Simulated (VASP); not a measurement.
# Rh (Fm-3m) in VASP: a series of runs

Aim: see how the results for Rh move with the level of theory and the settings. Levels: PBE+D3(BJ), RPBE. Tasks: band structure.

Program: VASP 6.6.1. These are calculated values, not measurements. Logs are shortened: lines on timing, memory, paths and dates and some standing lists are left out, and cuts for length are marked.

## (1) The structure

Symmetry: Fm-3m, No. 225, cubic system. Conventional cell: a = 3.793 Å, b = 3.793 Å, c = 3.793 Å, α = 90.00°, β = 90.00°, γ = 90.00°. Around Rh (site symmetry m-3m) lie 12 Rh at 2.68 Å.

## (2) Band structure, PBE+D3(BJ)

Input file INCAR:

```
PREC = Accurate
ENCUT = 520
EDIFF = 1E-7
ISMEAR = 1
SIGMA = 0.1
LREAL = False
LASPH = True
NELM = 80
ALGO = Fast
ISIF = 2
LWAVE = False
LCHARG = False
LMAXMIX = 4
GGA = PE
IVDW = 12
NBANDS = 14
ICORELEVEL = 1
```

Input file KPOINTS:

```
regular mesh
0
Gamma
  16 16 16
```

Input file POSCAR:

```
Rh                                      
1.0
    0.0000000000      1.8965671866      1.8965671866
    1.8965671866      0.0000000000      1.8965671866
    1.8965671866      1.8965671866      0.0000000000
  Rh            
     1
Direct
     0.0000000000000000    0.0000000000000000    0.0000000000000000
```

Input file KPOINTS_OPT:

```
explicit points
206
Reciprocal
 0.0000000000  0.0000000000  0.0000000000 1
 0.0263157895  0.0000000000  0.0263157895 1
 0.0526315789  0.0000000000  0.0526315789 1
 0.0789473684  0.0000000000  0.0789473684 1
 0.1052631579  0.0000000000  0.1052631579 1
 0.1315789474  0.0000000000  0.1315789474 1
[... 198 lines left out ...]
 0.5000000000  0.2500000000  0.7500000000 1
 0.5000000000  0.0000000000  0.5000000000 1
```

Potentials or basis: VASP PAW PBE potentials, release 64 (Rh_pv).

Launch:

```console
> cat potpaw_PBE.64/Rh_pv/POTCAR > POTCAR
> mpirun -np 1 vasp_std > vasp.out
```

OUTCAR:

```text
PREC = Accurate
   ENCUT = 520
   EDIFF = 1E-7
   ISMEAR = 1
   LREAL = False
   LASPH = True
   NELM = 80
   ISIF = 2
   GGA = PE
   IVDW = 12
 IVDW          = 12

 ion  position               nearest neighbor table
   1  0.000  0.000  0.000-

  LATTYP: Found a face centered cubic cell.
 ALAT       =     3.7931343732

  Lattice vectors:

 A1 = (   0.0000000000,   1.8965671866,   1.8965671866)
 A2 = (   1.8965671866,   0.0000000000,   1.8965671866)
 A3 = (   1.8965671866,   1.8965671866,   0.0000000000)

Analysis of symmetry for initial positions (statically):
=====================================================================
 Subroutine PRICEL returns:
 Original cell was already a primitive cell.

 Routine SETGRP: Setting up the symmetry group for a
 face centered cubic supercell.

 Subroutine GETGRP returns: Found 48 space group operations
 (whereof 48 operations were pure point group operations)
 out of a pool of 48 trial point group operations.

The static configuration has the point symmetry O_h .

Analysis of symmetry for dynamics (positions and initial velocities):
=====================================================================
 Subroutine PRICEL returns:
 Original cell was already a primitive cell.

 Routine SETGRP: Setting up the symmetry group for a
 face centered cubic supercell.

 Subroutine GETGRP returns: Found 48 space group operations
 (whereof 48 operations were pure point group operations)
 out of a pool of 48 trial point group operations.

The dynamic configuration has the point symmetry O_h .

 Subroutine INISYM returns: Found 48 space group operations
 (whereof 48 operations are pure point group operations),
 and found     1 'primitive' translations

----------------------------------------------------------------------------------------

                                     Primitive cell

  volume of cell :      13.6438

  direct lattice vectors                    reciprocal lattice vectors
     0.000000000  1.896567187  1.896567187    -0.263634214  0.263634214  0.263634214
     1.896567187  0.000000000  1.896567187     0.263634214 -0.263634214  0.263634214
     1.896567187  1.896567187  0.000000000     0.263634214  0.263634214 -0.263634214

  length of vectors
     2.682151037  2.682151037  2.682151037     0.456627854  0.456627854  0.456627854

  position of ions in fractional coordinates (direct lattice)
     0.000000000  0.000000000  0.000000000

  ion indices of the primitive-cell ions
   primitive index   ion index
                 1           1

----------------------------------------------------------------------------------------

 KPOINTS: regular mesh

Automatic generation of k-mesh.
 Grid dimensions read from file:
 generate k-points for:   16   16   16

 Generating k-lattice:

  Cartesian coordinates                     Fractional coordinates (reciprocal lattice)
    -0.016477138  0.016477138  0.016477138     0.062500000  0.000000000  0.000000000
     0.016477138 -0.016477138  0.016477138     0.000000000  0.062500000  0.000000000
     0.016477138  0.016477138 -0.016477138     0.000000000  0.000000000  0.062500000

  Length of vectors
     0.028539241  0.028539241  0.028539241

  Shift w.r.t. Gamma in fractional coordinates (k-lattice)
     0.000000000  0.000000000  0.000000000

 Subroutine IBZKPT returns following result:
 ===========================================

 Found    145 irreducible k-points:

 Following reciprocal coordinates:
            Coordinates               Weight
  0.000000  0.000000  0.000000      1.000000
  0.062500  0.000000  0.000000      8.000000
  0.125000  0.000000  0.000000      8.000000
  0.187500  0.000000  0.000000      8.000000
  0.250000  0.000000  0.000000      8.000000
  0.312500  0.000000  0.000000      8.000000
[... 16 lines left out ...]
 -0.125000  0.062500  0.000000     24.000000
 -0.062500  0.062500  0.000000     12.000000
 [... further k-points ...]
   k-points           NKPTS =    145   k-points in BZ     NKDIM =    145   number of bands    NBANDS=     14
[... 45 lines left out ...]

 val. band max:       12.0219329938   @ k =   0.4375   0.1250   0.0625
 cond. band min:      12.0326990025   @ k =  -0.3750   0.2500   0.0000
 fundamental gap:      0.0107660087
 Fermi energy:        12.0282405648

 k-point     1 :       0.0000    0.0000    0.0000
  band No.  band energies     occupation
      1     -34.3452      2.00000
      2     -34.3452      2.00000
      3     -34.3452      2.00000
      4       4.0297      2.00000
      5       8.9324      2.00000
      6       8.9324      2.00000
      7       8.9324      2.00000
      8      11.0440      2.00000
      9      11.0440      2.00000
     10      28.0356      0.00000
     11      32.5581      0.00000
     12      33.5405      0.00000
     13      33.5405      0.00000
     14      33.5405      0.00000

 k-point     2 :       0.0625    0.0000    0.0000
  band No.  band energies     occupation
      1     -34.3749      2.00000
      2     -34.3492      2.00000
      3     -34.3492      2.00000
      4       4.1883      2.00000
      5       8.8619      2.00000
      6       8.9945      2.00000
      7       8.9945      2.00000
      8      11.0092      2.00000
      9      11.0092      2.00000
     10      28.2669      0.00000
     11      32.5517      0.00000
     12      32.6835      0.00000
     13      33.7735      0.00000
     14      33.7735      0.00000

 k-point     3 :       0.1250    0.0000    0.0000
  band No.  band energies     occupation
      1     -34.4588      2.00000
      2     -34.3606      2.00000
      3     -34.3606      2.00000
      4       4.6368      2.00000
      5       8.6958      2.00000
      6       9.1494      2.00000
      7       9.1494      2.00000
      8      10.9429      2.00000
      9      10.9429      2.00000
     10      28.8632      0.00000
     11      30.9780      0.00000
     12      32.5588      0.00000
     13      34.4439      0.00000
     14      34.4439      0.00000
[... 205 lines left out ...]
 k-point    16 :       0.4375    0.0625    0.0000
  band No.  band energies     occupation
      1     -35.0406      2.00000
      2     -34.4551      2.00000
      3     -34.4543      2.00000
      4       6.0418      2.00000
      5       8.8102      2.00000
      6       9.0478      2.00000
      7      10.9342      2.00000
      8      12.5413     -0.00000
      9      13.1736     -0.00000
     10      22.0084      0.00000
     11      28.0561      0.00000
     12      32.5579      0.00000
     13      33.3253      0.00000
     14      33.9356      0.00000

 k-point    17 :       0.5000    0.0625    0.0000
  band No.  band energies     occupation
      1     -35.0846      2.00000
      2     -34.4671      2.00000
      3     -34.4558      2.00000
      4       5.9832      2.00000
      5       8.7461      2.00000
      6       8.9650      2.00000
      7      11.4764      2.00000
      8      12.6336     -0.00000
      9      13.9079     -0.00000
     10      20.8251      0.00000
     11      27.7624      0.00000
     12      32.5572      0.00000
     13      33.0709      0.00000
     14      33.1603      0.00000

------------------------ aborting loop because EDIFF is reached ----------------------------------------

 Edisp (eV)   -0.65250

 E8    (eV) :    -0.2929

  FORCE on cell =-STRESS in cart. coord.  units (eV):
  Direction    XX          YY          ZZ          XY          YZ          ZX
  --------------------------------------------------------------------------------------
  -------------------------------------------------------------------------------------
  Total       0.00960     0.00960     0.00960     0.00000     0.00000    -0.00000
  in kB       1.12745     1.12745     1.12745     0.00000     0.00000    -0.00000
  external pressure =        1.13 kB  Pullay stress =        0.00 kB

 VOLUME and BASIS-vectors are now :
 -----------------------------------------------------------------------------
  energy-cutoff  :      520.00
  volume of cell :       13.64
      direct lattice vectors                 reciprocal lattice vectors
     0.000000000  1.896567187  1.896567187    -0.263634214  0.263634214  0.263634214
     1.896567187  0.000000000  1.896567187     0.263634214 -0.263634214  0.263634214
     1.896567187  1.896567187  0.000000000     0.263634214  0.263634214 -0.263634214

 POSITION                                       TOTAL-FORCE (eV/Angst)
 -----------------------------------------------------------------------------------
      0.00000      0.00000      0.00000         0.000000      0.000000      0.000000
 -----------------------------------------------------------------------------------
    total drift:                                0.000000      0.000000      0.000000

  FREE ENERGIE OF THE ION-ELECTRON SYSTEM (eV)
  ---------------------------------------------------
  free  energy   TOTEN  =        -7.9000154919 eV

  energy  without entropy=       -7.8997518327  energy(sigma->0) =       -7.89992761
```

Wall time 26 s (1 thread of Intel Xeon Platinum 8488C (Sapphire Rapids), shared host); peak memory 0.16 GiB.

Results:

```yaml
Free_energy: -7.9000 eV
Pressure: 0.1 GPa
Band_gap_along_the_path: none (metal or under the smearing width)
Dispersion_energy_per_atom: -0.652 eV
```

Levels at the corners of the path, in eV from the Fermi level:
```
point  band 4  band 5  band 6  band 7  band 8  band 9  band 10  band 11
    Γ   -8.00   -3.10   -3.10   -3.10   -0.98   -0.98    16.01    20.53
    X   -6.37   -6.00    0.57    1.02    1.02    3.29    12.39    13.39
    X   -6.37   -6.00    0.57    1.02    1.02    3.29    12.39    13.39
    W   -5.06   -3.83   -3.83   -1.20    1.02    9.71     9.71    11.35
    W   -5.06   -3.83   -3.83   -1.20    1.02    9.71     9.71    11.35
    K   -5.56   -4.80   -2.07   -0.68    0.40    7.94     8.68    12.15
    K   -5.56   -4.80   -2.07   -0.68    0.40    7.94     8.68    12.15
    Γ   -8.00   -3.10   -3.10   -3.10   -0.98   -0.98    16.01    20.53
    Γ   -8.00   -3.10   -3.10   -3.10   -0.98   -0.98    16.01    20.53
    L   -6.16   -3.18   -3.18    0.60    0.60    0.74     8.74    15.52
    L   -6.16   -3.18   -3.18    0.60    0.60    0.74     8.74    15.52
    U   -5.56   -4.80   -2.07   -0.68    0.40    7.94     8.68    12.15
    U   -5.56   -4.80   -2.07   -0.68    0.40    7.94     8.68    12.15
    W   -5.06   -3.83   -3.83   -1.20    1.02    9.71     9.71    11.35
    W   -5.06   -3.83   -3.83   -1.20    1.02    9.71     9.71    11.35
    L   -6.16   -3.18   -3.18    0.60    0.60    0.74     8.74    15.52
    L   -6.16   -3.18   -3.18    0.60    0.60    0.74     8.74    15.52
    K   -5.56   -4.80   -2.07   -0.68    0.40    7.94     8.68    12.15
    U   -5.56   -4.80   -2.07   -0.68    0.40    7.94     8.68    12.15
    X   -6.37   -6.00    0.57    1.02    1.02    3.29    12.39    13.39
```

Core levels (eV, on the scale of the bands):
| atom | levels |
| --- | --- |
| 1 Rh | 1s -23018.8, 2s -3324.0, 2p -2977.1, 3s -581.3, 3p -467.3, 3d -285.2, 4s -66.8 |

Caveat: pairwise dispersion overbinds metals, which lowers pressure and volume.

## (3) Band structure, RPBE

This run uses another cell than the first one, of 14.31 Å³/atom, 1.049 times its volume.

Input file INCAR:

```
PREC = Accurate ; ENCUT = 520
EDIFF = 1E-7 ; ISMEAR = 1
SIGMA = 0.1 ; LREAL = F
LASPH = T ; NELM = 80
ALGO = Normal ; ISIF = 2
LWAVE = F ; LCHARG = F
LMAXMIX = 4 ; GGA = RP
NBANDS = 14 ; ICORELEVEL = 1
```

KPOINTS is that of step 2.

Input file POSCAR:

```
Rh                                      
1.0
    0.0000000000      1.9268191418      1.9268191418
    1.9268191418      0.0000000000      1.9268191418
    1.9268191418      1.9268191418      0.0000000000
  Rh            
     1
Direct
     0.0000000000000000    0.0000000000000000    0.0000000000000000
```

Input file KPOINTS_OPT:

```
explicit points
106
Reciprocal
 0.0000000000  0.0000000000  0.0000000000 1
 0.0555555556  0.0000000000  0.0555555556 1
 0.1111111111  0.0000000000  0.1111111111 1
 0.1666666667  0.0000000000  0.1666666667 1
 0.2222222222  0.0000000000  0.2222222222 1
 0.2777777778  0.0000000000  0.2777777778 1
 0.3333333333  0.0000000000  0.3333333333 1
 0.3888888889  0.0000000000  0.3888888889 1
 0.4444444444  0.0000000000  0.4444444444 1
 0.5000000000  0.0000000000  0.5000000000 1
 0.5000000000  0.0000000000  0.5000000000 1
 0.5000000000  0.0277777778  0.5277777778 1
 0.5000000000  0.0555555556  0.5555555556 1
 0.5000000000  0.0833333333  0.5833333333 1
 0.5000000000  0.1111111111  0.6111111111 1
 0.5000000000  0.1388888889  0.6388888889 1
 0.5000000000  0.1666666667  0.6666666667 1
 0.5000000000  0.1944444444  0.6944444444 1
 0.5000000000  0.2222222222  0.7222222222 1
 0.5000000000  0.2500000000  0.7500000000 1
 0.5000000000  0.2500000000  0.7500000000 1
 0.4861111111  0.2638888889  0.7500000000 1
 0.4722222222  0.2777777778  0.7500000000 1
 0.4583333333  0.2916666667  0.7500000000 1
 0.4444444444  0.3055555556  0.7500000000 1
 0.4305555556  0.3194444444  0.7500000000 1
 0.4166666667  0.3333333333  0.7500000000 1
 0.4027777778  0.3472222222  0.7500000000 1
 0.3888888889  0.3611111111  0.7500000000 1
 0.3750000000  0.3750000000  0.7500000000 1
 0.3750000000  0.3750000000  0.7500000000 1
 0.3333333333  0.3333333333  0.6666666667 1
 0.2916666667  0.2916666667  0.5833333333 1
 0.2500000000  0.2500000000  0.5000000000 1
 0.2083333333  0.2083333333  0.4166666667 1
 0.1666666667  0.1666666667  0.3333333333 1
 0.1250000000  0.1250000000  0.2500000000 1
 0.0833333333  0.0833333333  0.1666666667 1
 0.0416666667  0.0416666667  0.0833333333 1
 0.0000000000  0.0000000000  0.0000000000 1
 0.0000000000  0.0000000000  0.0000000000 1
 0.0555555556  0.0555555556  0.0555555556 1
 0.1111111111  0.1111111111  0.1111111111 1
 0.1666666667  0.1666666667  0.1666666667 1
 0.2222222222  0.2222222222  0.2222222222 1
 0.2777777778  0.2777777778  0.2777777778 1
 0.3333333333  0.3333333333  0.3333333333 1
 0.3888888889  0.3888888889  0.3888888889 1
 0.4444444444  0.4444444444  0.4444444444 1
 0.5000000000  0.5000000000  0.5000000000 1
 0.5000000000  0.5000000000  0.5000000000 1
 0.5138888889  0.4722222222  0.5138888889 1
 0.5277777778  0.4444444444  0.5277777778 1
 0.5416666667  0.4166666667  0.5416666667 1
 0.5555555556  0.3888888889  0.5555555556 1
 0.5694444444  0.3611111111  0.5694444444 1
 0.5833333333  0.3333333333  0.5833333333 1
 0.5972222222  0.3055555556  0.5972222222 1
 0.6111111111  0.2777777778  0.6111111111 1
 0.6250000000  0.2500000000  0.6250000000 1
 0.6250000000  0.2500000000  0.6250000000 1
 0.6111111111  0.2500000000  0.6388888889 1
 0.5972222222  0.2500000000  0.6527777778 1
 0.5833333333  0.2500000000  0.6666666667 1
 0.5694444444  0.2500000000  0.6805555556 1
 0.5555555556  0.2500000000  0.6944444444 1
 0.5416666667  0.2500000000  0.7083333333 1
 0.5277777778  0.2500000000  0.7222222222 1
 0.5138888889  0.2500000000  0.7361111111 1
 0.5000000000  0.2500000000  0.7500000000 1
 0.5000000000  0.2500000000  0.7500000000 1
 0.5000000000  0.2777777778  0.7222222222 1
 0.5000000000  0.3055555556  0.6944444444 1
 0.5000000000  0.3333333333  0.6666666667 1
 0.5000000000  0.3611111111  0.6388888889 1
 0.5000000000  0.3888888889  0.6111111111 1
 0.5000000000  0.4166666667  0.5833333333 1
 0.5000000000  0.4444444444  0.5555555556 1
 0.5000000000  0.4722222222  0.5277777778 1
 0.5000000000  0.5000000000  0.5000000000 1
 0.5000000000  0.5000000000  0.5000000000 1
 0.4861111111  0.4861111111  0.5277777778 1
 0.4722222222  0.4722222222  0.5555555556 1
 0.4583333333  0.4583333333  0.5833333333 1
 0.4444444444  0.4444444444  0.6111111111 1
 0.4305555556  0.4305555556  0.6388888889 1
 0.4166666667  0.4166666667  0.6666666667 1
 0.4027777778  0.4027777778  0.6944444444 1
 0.3888888889  0.3888888889  0.7222222222 1
 0.3750000000  0.3750000000  0.7500000000 1
 0.6250000000  0.2500000000  0.6250000000 1
 0.6111111111  0.2222222222  0.6111111111 1
 0.5972222222  0.1944444444  0.5972222222 1
 0.5833333333  0.1666666667  0.5833333333 1
 0.5694444444  0.1388888889  0.5694444444 1
 0.5555555556  0.1111111111  0.5555555556 1
 0.5416666667  0.0833333333  0.5416666667 1
 0.5277777778  0.0555555556  0.5277777778 1
 0.5138888889  0.0277777778  0.5138888889 1
 0.5000000000  0.0000000000  0.5000000000 1
 0.0000000000  0.0000000000  0.0000000000 1
 0.3750000000  0.3750000000  0.7500000000 1
 0.5000000000  0.5000000000  0.5000000000 1
 0.6250000000  0.2500000000  0.6250000000 1
 0.5000000000  0.2500000000  0.7500000000 1
 0.5000000000  0.0000000000  0.5000000000 1
```

Potentials or basis: VASP PAW PBE potentials, release 64 (Rh_pv).

Launch:

```console
> cat potpaw_PBE.64/Rh_pv/POTCAR > POTCAR
> mpirun -np 1 vasp_std > vasp.out
```

Run time: 16 s. Hardware: 1 thread of AMD EPYC 9R45 (Zen 5), shared host; peak memory 0.13 GiB.

Results (log left out):

* Free energy: -6.6154 eV
* Pressure: 0.1 GPa
* Band gap along the path: none (metal or under the smearing width)

Levels at the corners of the path, in eV from the Fermi level:
```
point  band 4  band 5  band 6  band 7  band 8  band 9  band 10  band 11
    Γ   -7.61   -2.87   -2.87   -2.87   -0.92   -0.92    16.04    20.74
    X   -5.92   -5.57    0.51    0.93    0.93    3.27    11.82    13.15
    X   -5.92   -5.57    0.51    0.93    0.93    3.27    11.82    13.15
    W   -4.69   -3.55   -3.55   -1.10    0.94    9.38     9.38    10.96
    W   -4.69   -3.55   -3.55   -1.10    0.94    9.38     9.38    10.96
    K   -5.15   -4.46   -1.91   -0.63    0.37    7.64     8.43    11.66
    K   -5.15   -4.46   -1.91   -0.63    0.37    7.64     8.43    11.66
    Γ   -7.61   -2.87   -2.87   -2.87   -0.92   -0.92    16.04    20.74
    Γ   -7.61   -2.87   -2.87   -2.87   -0.92   -0.92    16.04    20.74
    L   -5.75   -2.94   -2.94    0.54    0.54    0.82     8.29    15.53
    L   -5.75   -2.94   -2.94    0.54    0.54    0.82     8.29    15.53
    U   -5.15   -4.46   -1.91   -0.63    0.37    7.64     8.43    11.66
    U   -5.15   -4.46   -1.91   -0.63    0.37    7.64     8.43    11.66
    W   -4.69   -3.55   -3.55   -1.10    0.94    9.38     9.38    10.96
    W   -4.69   -3.55   -3.55   -1.10    0.94    9.38     9.38    10.96
    L   -5.75   -2.94   -2.94    0.54    0.54    0.82     8.29    15.53
    L   -5.75   -2.94   -2.94    0.54    0.54    0.82     8.29    15.53
    K   -5.15   -4.46   -1.91   -0.63    0.37    7.64     8.43    11.66
    U   -5.15   -4.46   -1.91   -0.63    0.37    7.64     8.43    11.66
    X   -5.92   -5.57    0.51    0.93    0.93    3.27    11.82    13.15
```

Core levels (eV, on the scale of the bands):
| atom | levels |
| --- | --- |
| 1 Rh | 1s -23019.5, 2s -3324.7, 2p -2977.8, 3s -582.0, 3p -468.0, 3d -285.9, 4s -67.5 |

Caveat: the PAW data sets were made with another functional, which shifts forces and pressure a little.
